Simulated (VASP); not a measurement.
# ZrC: interstitial H from one void to a neighbouring one, part 4 of 4

Wanted: the minimum-energy path in ZrC for this move: interstitial H from one void to a neighbouring one. The start is a cell from a database of measured crystal structures.

VASP 6.6.1, plane waves and PAW; the level of theory is named at each step.

So far. Step 3 (Relax the start): The run ended after 8 ionic steps, 0.365 eV below its first step, once the forces on the free atoms met EDIFFG = -0.05. Step 4 (Relax the end): The run ended after 12 ionic steps, 0.461 eV below its first step, once the forces on the free atoms met EDIFFG = -0.05.

The database entry behind the starting cell differs from later determinations by our own check (an axis about 0.7 % long against later determinations), so it need not match the best structure at ambient conditions.

## 5. Nudged elastic band

Level of this step: PBE; plane waves and PAW (Zr_sv, C, H) (VASP).

Images on a straight line between the ends relax across the path, while springs keep them spaced along it.

INCAR reads:

```
SYSTEM = Zr24HC24
PREC = Normal
ENCUT = 400
EDIFF = 1E-05
NELM = 120
ISMEAR = 1
SIGMA = 0.15
LREAL = Auto
ALGO = Fast
GGA = PE
NBANDS = 228
LASPH = .TRUE.
LWAVE = .FALSE.
LCHARG = .FALSE.
NCORE = 2
IMAGES = 3
SPRING = -5
IBRION = 3
POTIM = 0.15
NSW = 60
EDIFFG = -0.05
ISYM = 0
ISIF = 0
SMASS = 1
```

POSCAR reads:

```
Zr24HC24
1.0
    2.3551177137      4.7102354274      7.0653531411
    9.4204708548      0.0000000000      9.4204708548
    7.0653531411      7.0653531411      0.0000000000
Zr C H
24 24 1
Direct
    0.2506607956      0.0627424265      0.1681063760
    0.2494828603      0.0625471678      0.5002180422
    0.2511493133      0.0627980620      0.8304326973
    0.2482339276      0.3132022779      0.1670664215
    0.2484027274      0.3129572362      0.5003607939
    0.2494878957      0.3124409318      0.8337344850
    0.2481821477      0.5627704665      0.1672110202
    0.2492168343      0.5620222069      0.5010860655
    0.2490209753      0.5627198582      0.8335454623
    0.2515080552      0.8089764663      0.1683307132
    0.2496046078      0.8123482057      0.5003771013
    0.2500405155      0.8122153677      0.8333918504
    0.7440297972      0.1897461865      0.1682437766
    0.7487736898      0.1878426028      0.5006292152
    0.7490839146      0.1878572268      0.8335129440
    0.7493180271      0.4370043816      0.1675240585
    0.7489883881      0.4376051413      0.5004587694
    0.7489086660      0.4375451625      0.8335292110
    0.7489956852      0.6875292019      0.1674484002
    0.7490910364      0.6876025972      0.5003126673
    0.7495335711      0.6872039557      0.8336454200
    0.7494397431      0.9374948193      0.1673913268
    0.7497163338      0.9372620892      0.4999748301
    0.7492142592      0.9379272357      0.8335090211
    0.9980763034      0.9995960605      0.9992135952
    0.9977485934      0.9995772435      0.3369010087
    0.9992980081      0.0001354907      0.6670319614
    0.9974324693      0.2528197289      0.9993604254
    0.9993889663      0.2501182016      0.3339202579
    0.9999301078      0.2498299484      0.6664795373
    0.9989614781      0.5000549611      0.0006041766
    0.9991564982      0.5001455758      0.3334539521
    0.9993156414      0.4997277440      0.6673010584
    0.9989750955      0.7502310114      0.0003639769
    0.9996854656      0.7494683249      0.3339308104
    0.9989895634      0.7501463471      0.6670740018
    0.4996786090      0.1249841631      0.0006457113
    0.4984210993      0.1255586346      0.3336971717
    0.4993071005      0.1251306295      0.6666315035
    0.4980327596      0.3755582880      0.0005533021
    0.4981556427      0.3752449340      0.3341173437
    0.4991715172      0.3751592851      0.6669883562
    0.4996853356      0.6243022286      0.0006418426
    0.4992660928      0.6245435453      0.3339746537
    0.4988748115      0.6251940947      0.6671003285
    0.5042342375      0.8728793320      0.9994162521
    0.4991358288      0.8753130530      0.3338965601
    0.4998498938      0.8748771838      0.6664201851
    0.1224266346      0.0304534819      0.0838239171
```

KPOINTS reads:

```
Automatic mesh
0
Gamma
3 2 2
0 0 0
```

00/POSCAR reads:

```
Zr24HC24
1.0
    2.3551177137      4.7102354274      7.0653531411
    9.4204708548      0.0000000000      9.4204708548
    7.0653531411      7.0653531411      0.0000000000
Zr C H
24 24 1
Direct
    0.2506607956      0.0627424265      0.1681063760
    0.2494828603      0.0625471678      0.5002180422
    0.2511493133      0.0627980620      0.8304326973
    0.2482339276      0.3132022779      0.1670664215
    0.2484027274      0.3129572362      0.5003607939
    0.2494878957      0.3124409318      0.8337344850
    0.2481821477      0.5627704665      0.1672110202
    0.2492168343      0.5620222069      0.5010860655
    0.2490209753      0.5627198582      0.8335454623
    0.2515080552      0.8089764663      0.1683307132
    0.2496046078      0.8123482057      0.5003771013
    0.2500405155      0.8122153677      0.8333918504
    0.7440297972      0.1897461865      0.1682437766
    0.7487736898      0.1878426028      0.5006292152
    0.7490839146      0.1878572268      0.8335129440
    0.7493180271      0.4370043816      0.1675240585
    0.7489883881      0.4376051413      0.5004587694
    0.7489086660      0.4375451625      0.8335292110
    0.7489956852      0.6875292019      0.1674484002
    0.7490910364      0.6876025972      0.5003126673
    0.7495335711      0.6872039557      0.8336454200
    0.7494397431      0.9374948193      0.1673913268
    0.7497163338      0.9372620892      0.4999748301
    0.7492142592      0.9379272357      0.8335090211
    0.9980763034      0.9995960605      0.9992135952
    0.9977485934      0.9995772435      0.3369010087
    0.9992980081      0.0001354907      0.6670319614
    0.9974324693      0.2528197289      0.9993604254
    0.9993889663      0.2501182016      0.3339202579
    0.9999301078      0.2498299484      0.6664795373
    0.9989614781      0.5000549611      0.0006041766
    0.9991564982      0.5001455758      0.3334539521
    0.9993156414      0.4997277440      0.6673010584
    0.9989750955      0.7502310114      0.0003639769
    0.9996854656      0.7494683249      0.3339308104
    0.9989895634      0.7501463471      0.6670740018
    0.4996786090      0.1249841631      0.0006457113
    0.4984210993      0.1255586346      0.3336971717
    0.4993071005      0.1251306295      0.6666315035
    0.4980327596      0.3755582880      0.0005533021
    0.4981556427      0.3752449340      0.3341173437
    0.4991715172      0.3751592851      0.6669883562
    0.4996853356      0.6243022286      0.0006418426
    0.4992660928      0.6245435453      0.3339746537
    0.4988748115      0.6251940947      0.6671003285
    0.5042342375      0.8728793320      0.9994162521
    0.4991358288      0.8753130530      0.3338965601
    0.4998498938      0.8748771838      0.6664201851
    0.1224266346      0.0304534819      0.0838239171
```

01/POSCAR reads:

```
Zr24HC24
1.0
    2.3551177137      4.7102354274      7.0653531411
    9.4204708548      0.0000000000      9.4204708548
    7.0653531411      7.0653531411      0.0000000000
Zr C H
24 24 1
Direct
    0.2501255234      0.0627154290      0.1677876329
    0.2493400558      0.0624770932      0.5003436412
    0.2504221565      0.0628110408      0.8313911650
    0.2484527542      0.3130637220      0.1669949908
    0.2484179276      0.3129758384      0.5004172105
    0.2493990356      0.3124482050      0.8336995094
    0.2482278416      0.5628815461      0.1670784265
    0.2492478076      0.5621389176      0.5009500030
    0.2489999614      0.5626943009      0.8335559601
    0.2521153788      0.8093263897      0.1677488046
    0.2494222557      0.8123459858      0.5004570740
    0.2497571493      0.8122500888      0.8334740166
    0.7446809969      0.1900939307      0.1676323756
    0.7486133164      0.1878595830      0.5006569255
    0.7489168735      0.1878455193      0.8335635816
    0.7494823631      0.4370917172      0.1673556779
    0.7489575382      0.4375903775      0.5004197989
    0.7488822478      0.4376743231      0.8334440506
    0.7491682974      0.6874011389      0.1673694062
    0.7488811776      0.6876531928      0.5003850376
    0.7495516415      0.6871666064      0.8336680827
    0.7488908444      0.9374765191      0.1671304458
    0.7490186378      0.9372586839      0.5009487324
    0.7490898088      0.9378212929      0.8336332779
    0.9986145917      0.9998407262      0.9987382803
    0.9983246456      0.9998127769      0.3364174536
    0.9991170107      0.0001201744      0.6670692021
    0.9976881663      0.2522546706      0.9995610228
    0.9993319458      0.2500652538      0.3338771869
    0.9997129111      0.2498734388      0.6666263562
    0.9990080798      0.5000154518      0.0005811494
    0.9991115357      0.5001579660      0.3334871058
    0.9991739222      0.4998703811      0.6671972920
    0.9988208164      0.7502128466      0.0003601164
    0.9998653781      0.7489482573      0.3341865426
    0.9987822832      0.7501638735      0.6672281867
    0.4995110762      0.1249452080      0.0005514994
    0.4972725026      0.1259938815      0.3340182866
    0.4990700277      0.1251440298      0.6668953572
    0.4981882655      0.3755747902      0.0004681398
    0.4982326209      0.3753956317      0.3339555400
    0.4991634265      0.3751258070      0.6669468060
    0.4997401082      0.6244251672      0.0005003098
    0.4994444847      0.6245557245      0.3338387213
    0.4987977634      0.6251848143      0.6671059480
    0.5030793701      0.8732679910      0.9996959820
    0.4989498664      0.8752668783      0.3338349013
    0.4995515337      0.8749008213      0.6667456309
    0.0606320357      0.0153412002      0.1255769811
```

02/POSCAR reads:

```
Zr24HC24
1.0
    2.3551177137      4.7102354274      7.0653531411
    9.4204708548      0.0000000000      9.4204708548
    7.0653531411      7.0653531411      0.0000000000
Zr C H
24 24 1
Direct
    0.2495902513      0.0626884316      0.1674688898
    0.2491972512      0.0624070186      0.5004692402
    0.2496949997      0.0628240197      0.8323496327
    0.2486715807      0.3129251662      0.1669235600
    0.2484331279      0.3129944407      0.5004736272
    0.2493101755      0.3124554782      0.8336645337
    0.2482735354      0.5629926256      0.1669458328
    0.2492787808      0.5622556284      0.5008139405
    0.2489789476      0.5626687436      0.8335664578
    0.2527227024      0.8096763130      0.1671668960
    0.2492399036      0.8123437659      0.5005370468
    0.2494737830      0.8122848099      0.8335561828
    0.7453321966      0.1904416750      0.1670209746
    0.7484529429      0.1878765633      0.5006846358
    0.7487498324      0.1878338118      0.8336142192
    0.7496466991      0.4371790528      0.1671872973
    0.7489266884      0.4375756136      0.5003808284
    0.7488558296      0.4378034837      0.8333588901
    0.7493409096      0.6872730759      0.1672904122
    0.7486713188      0.6877037885      0.5004574080
    0.7495697119      0.6871292570      0.8336907454
    0.7483419456      0.9374582189      0.1668695647
    0.7483209418      0.9372552786      0.5019226348
    0.7489653584      0.9377153502      0.8337575348
    0.9991528800      1.0000853919      0.9982629654
    0.9989006977      1.0000483103      0.3359338984
    0.9989360133      0.0001048581      0.6671064428
    0.9979438632      0.2516896124      0.9997616202
    0.9992749253      0.2500123060      0.3338341158
    0.9994957144      0.2499169292      0.6667731752
    0.9990546816      0.4999759424      0.0005581223
    0.9990665732      0.5001703562      0.3335202594
    0.9990322030      0.5000130182      0.6670935255
    0.9986665373      0.7501946819      0.0003562558
    1.0000452906      0.7484281896      0.3344422747
    0.9985750030      0.7501813999      0.6673823715
    0.4993435434      0.1249062530      0.0004572874
    0.4961239058      0.1264291284      0.3343394015
    0.4988329550      0.1251574301      0.6671592108
    0.4983437714      0.3755912924      0.0003829774
    0.4983095990      0.3755463294      0.3337937362
    0.4991553358      0.3750923288      0.6669052558
    0.4997948808      0.6245481057      0.0003587770
    0.4996228766      0.6245679038      0.3337027889
    0.4987207153      0.6251755339      0.6671115675
    0.5019245028      0.8736566500      0.9999757118
    0.4987639040      0.8752207036      0.3337732424
    0.4992531736      0.8749244588      0.6670710766
   -0.0011625631      0.0002289185      0.1673300450
```

03/POSCAR reads:

```
Zr24HC24
1.0
    2.3551177137      4.7102354274      7.0653531411
    9.4204708548      0.0000000000      9.4204708548
    7.0653531411      7.0653531411      0.0000000000
Zr C H
24 24 1
Direct
    0.2490549792      0.0626614341      0.1671501467
    0.2490544466      0.0623369439      0.5005948392
    0.2489678429      0.0628369985      0.8333081004
    0.2488904072      0.3127866104      0.1668521293
    0.2484483282      0.3130130430      0.5005300438
    0.2492213154      0.3124627514      0.8336295580
    0.2483192292      0.5631037052      0.1668132391
    0.2493097540      0.5623723392      0.5006778780
    0.2489579338      0.5626431862      0.8335769556
    0.2533300260      0.8100262364      0.1665849874
    0.2490575515      0.8123415460      0.5006170195
    0.2491904168      0.8123195310      0.8336383491
    0.7459833964      0.1907894192      0.1664095737
    0.7482925694      0.1878935435      0.5007123460
    0.7485827912      0.1878221044      0.8336648568
    0.7498110352      0.4372663885      0.1670189167
    0.7488958385      0.4375608498      0.5003418580
    0.7488294114      0.4379326443      0.8332737296
    0.7495135218      0.6871450129      0.1672114181
    0.7484614601      0.6877543842      0.5005297784
    0.7495877823      0.6870919076      0.8337134081
    0.7477930469      0.9374399187      0.1666086837
    0.7476232457      0.9372518733      0.5028965371
    0.7488409079      0.9376094074      0.8338817916
    0.9996911683      1.0003300577      0.9977876505
    0.9994767498      1.0002838437      0.3354503432
    0.9987550159      0.0000895418      0.6671436835
    0.9981995602      0.2511245541      0.9999622177
    0.9992179048      0.2499593582      0.3337910448
    0.9992785177      0.2499604197      0.6669199942
    0.9991012834      0.4999364330      0.0005350952
    0.9990216106      0.5001827464      0.3335534130
    0.9988904838      0.5001556553      0.6669897590
    0.9985122582      0.7501765172      0.0003523953
    1.0002252031      0.7479081220      0.3346980068
    0.9983677228      0.7501989263      0.6675365564
    0.4991760107      0.1248672980      0.0003630755
    0.4949753091      0.1268643752      0.3346605165
    0.4985958822      0.1251708303      0.6674230644
    0.4984992772      0.3756077947      0.0002978150
    0.4983865772      0.3756970272      0.3336319325
    0.4991472451      0.3750588507      0.6668637057
    0.4998496533      0.6246710442      0.0002172442
    0.4998012686      0.6245800830      0.3335668565
    0.4986436672      0.6251662535      0.6671171870
    0.5007696354      0.8740453090      1.0002554416
    0.4985779415      0.8751745289      0.3337115836
    0.4989548135      0.8749480963      0.6673965224
   -0.0629571620     -0.0148833633      0.2090831090
```

04/POSCAR reads:

```
Zr24HC24
1.0
    2.3551177137      4.7102354274      7.0653531411
    9.4204708548      0.0000000000      9.4204708548
    7.0653531411      7.0653531411      0.0000000000
Zr C H
24 24 1
Direct
    0.2485197070      0.0626344366      0.1668314036
    0.2489116421      0.0622668693      0.5007204382
    0.2482406861      0.0628499773      0.8342665681
    0.2491092338      0.3126480545      0.1667806986
    0.2484635284      0.3130316452      0.5005864604
    0.2491324553      0.3124700246      0.8335945824
    0.2483649231      0.5632147848      0.1666806454
    0.2493407273      0.5624890499      0.5005418155
    0.2489369199      0.5626176289      0.8335874534
    0.2539373496      0.8103761598      0.1660030788
    0.2488751994      0.8123393261      0.5006969922
    0.2489070506      0.8123542521      0.8337205153
    0.7466345961      0.1911371634      0.1657981727
    0.7481321960      0.1879105237      0.5007400563
    0.7484157501      0.1878103969      0.8337154944
    0.7499753712      0.4373537241      0.1668505361
    0.7488649886      0.4375460860      0.5003028875
    0.7488029932      0.4380618049      0.8331885692
    0.7496861340      0.6870169499      0.1671324241
    0.7482516013      0.6878049798      0.5006021487
    0.7496058527      0.6870545583      0.8337360708
    0.7472441482      0.9374216185      0.1663478027
    0.7469255497      0.9372484680      0.5038704394
    0.7487164575      0.9375034646      0.8340060484
    1.0002294566      1.0005747234      0.9973123356
    1.0000528020      1.0005193771      0.3349667881
    0.9985740185      0.0000742255      0.6671809242
    0.9984552572      0.2505594958      1.0001628151
    0.9991608843      0.2499064104      0.3337479738
    0.9990613210      0.2500039101      0.6670668131
    0.9991478851      0.4998969237      0.0005120680
    0.9989766481      0.5001951366      0.3335865667
    0.9987487646      0.5002982924      0.6668859926
    0.9983579791      0.7501583524      0.0003485348
    1.0004051156      0.7473880544      0.3349537390
    0.9981604426      0.7502164527      0.6676907412
    0.4990084779      0.1248283429      0.0002688636
    0.4938267124      0.1272996221      0.3349816314
    0.4983588094      0.1251842306      0.6676869181
    0.4986547831      0.3756242969      0.0002126527
    0.4984635554      0.3758477249      0.3334701288
    0.4991391544      0.3750253726      0.6668221555
    0.4999044259      0.6247939828      0.0000757114
    0.4999796605      0.6245922622      0.3334309241
    0.4985666191      0.6251569731      0.6671228065
    0.4996147680      0.8744339680      1.0005351715
    0.4983919791      0.8751283542      0.3336499248
    0.4986564534      0.8749717338      0.6677219682
   -0.1247517609     -0.0299956450      0.2508361730
```

The projector-augmented-wave data sets are Zr_sv, C and H (PBE family, release 64).

The run is started by

```console
$ mpirun -np 6 vasp_std
```

Log:

```text
[banner, memory and clock lines left out]
running    6 mpi-ranks, on    1 nodes
 each image running on    2 cores
[...]
01/POSCAR found :  3 types and      49 ions
 LDA part: xc-table for (Slater+PW92), standard interpolation
[...]
00/POSCAR found :  3 types and      49 ions
[...]
04/POSCAR found :  3 types and      49 ions
 POSCAR, INCAR and KPOINTS ok, starting setup
[...]
entering main loop
       N       E                     dE             d eps       ncg     rms          rms(c)
DAV:   1     0.339574708772E+04    0.33957E+04   -0.17500E+05  3648   0.141E+03
DAV:   2    -0.147336362178E+03   -0.35431E+04   -0.34187E+04  4128   0.452E+02
DAV:   3    -0.519982347076E+03   -0.37265E+03   -0.36404E+03  5312   0.117E+02
DAV:   4    -0.549037826680E+03   -0.29055E+02   -0.28999E+02  5336   0.286E+01
[...]
RMM:  12    -0.469032831291E+03   -0.68101E-02   -0.95119E-02  5866   0.442E-01    0.322E-01
RMM:  13    -0.469035754404E+03   -0.29231E-02   -0.34218E-02  6488   0.268E-01    0.152E-01
RMM:  14    -0.469036945026E+03   -0.11906E-02   -0.13130E-02  6493   0.163E-01    0.856E-02
WARNING in EDDRMM: call to ZHEGV failed, returncode =   6  3    152
RMM:  15    -0.469037429011E+03   -0.48399E-03   -0.59781E-03  6305   0.112E-01    0.925E-02
WARNING in EDDRMM: call to ZHEGV failed, returncode =   8  4     29
RMM:  16    -0.469037671804E+03   -0.24279E-03   -0.25700E-03  6103   0.737E-02    0.467E-02
RMM:  17    -0.469037815232E+03   -0.14343E-03   -0.12069E-03  6324   0.513E-02    0.439E-02
WARNING in EDDRMM: call to ZHEGV failed, returncode =   8  4    119
[...]
WARNING in EDDRMM: call to ZHEGV failed, returncode =   8  4    101
WARNING in EDDRMM: call to ZHEGV failed, returncode =   6  3    131
[...]
WARNING in EDDRMM: call to ZHEGV failed, returncode =   6  3    132
[...]
WARNING in EDDRMM: call to ZHEGV failed, returncode =   6  3    126
WARNING in EDDRMM: call to ZHEGV failed, returncode =   8  4    119
[...]
WARNING in EDDRMM: call to ZHEGV failed, returncode =   6  3     97
[...]
WARNING in EDDRMM: call to ZHEGV failed, returncode =   6  3    143
  28 F= -.46947316E+03 E0= -.46947409E+03  d E =-.614543E-01
[...]
WARNING in EDDRMM: call to ZHEGV failed, returncode =   6  3    165
WARNING in EDDRMM: call to ZHEGV failed, returncode =   8  4    192
WARNING in EDDRMM: call to ZHEGV failed, returncode =   8  4    175
[...]
WARNING in EDDRMM: call to ZHEGV failed, returncode =   8  4    128
WARNING in EDDRMM: call to ZHEGV failed, returncode =   8  4    134
WARNING in EDDRMM: call to ZHEGV failed, returncode =   6  3    103
WARNING in EDDRMM: call to ZHEGV failed, returncode =   6  3    105
[...]
WARNING in EDDRMM: call to ZHEGV failed, returncode =   6  3    126
  31 F= -.46970495E+03 E0= -.46970604E+03  d E =-.759752E-01
[...]
WARNING in EDDRMM: call to ZHEGV failed, returncode =   8  4    132
[...]
WARNING in EDDRMM: call to ZHEGV failed, returncode =   6  3    128
  34 F= -.46986810E+03 E0= -.46986917E+03  d E =-.472162E-01
[...]
WARNING in EDDRMM: call to ZHEGV failed, returncode =   6  3    164
[...]
WARNING in EDDRMM: call to ZHEGV failed, returncode =   6  3    129
  35 F= -.46991091E+03 E0= -.46991194E+03  d E =-.428136E-01
[...]
hard stop encountered!  aborting job ...
[...]
|     The electronic self-consistency was not achieved in the given           |
[...]
soft stop encountered!  aborting job ...
  36 F= -.46994947E+03 E0= -.46995044E+03  d E =0.289761E-02
 deleting file STOPCAR
```

Run time: 2.5 h. Hardware: 6 MPI ranks of Intel Xeon Platinum 8488C (Sapphire Rapids), shared host; peak memory 3 GiB.

The run was stopped at its time limit, so it gives no result of its own.

## 6. Summary of results

| Property | Result |
| --- | --- |
| result | none |

In words: The session ends without its result: «nudged elastic band» met its time limit.

[Lines on the potential files, build, host, timing and source positions are cut from VASP's logs without a mark.]

[Logs are printed without paths, hosts, clocks, repeated set-up lines and the standing remarks that a program may print on its own settings, such as how far it seeks lower states.]

[Hosts, paths, dates, database ids (printed as entryN), source tags and the programs' standing remarks are cut or masked in the printed files.]

[Runs that stopped without an error message from VASP are left out.]
